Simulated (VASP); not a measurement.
Input:

```yaml
crystal:
  lattice:
    - [3.80824, 0.00000, 0.00000]
    - [0.00000, 3.80824, 0.00000]
    - [0.00000, 0.00000, 3.80824]
  atoms:
    - { symbol: W, position: [0.00000, 0.00000, 0.00000] }
    - { symbol: O, position: [0.00000, 0.00000, 0.50000] }
    - { symbol: O, position: [0.50000, 0.00000, 0.00000] }
    - { symbol: O, position: [0.00000, 0.50000, 0.00000] }
```

All values below come from PBEsol GGA, VASP's PBE PAW potentials (set 64) (plane waves; VASP). Settings: 520 eV cut-off, Gaussian smearing of 0.050 eV, potentials W_sv O.

Unless said otherwise, spin-orbit coupling is left out, though it shifts the bands of the heavy elements here.

Q: Estimate the band gap (along the path) with the smallest direct gap where there is one.

A: 
band gap (along the path): 0.54 eV
smallest direct gap (along the path): 1.61 eV

Only differences to runs with the same potentials and settings are physical.

The structure comes from a computed database's WO3 entry (Pm-3m); how it stands against other phases isn't given here. It was relaxed first.
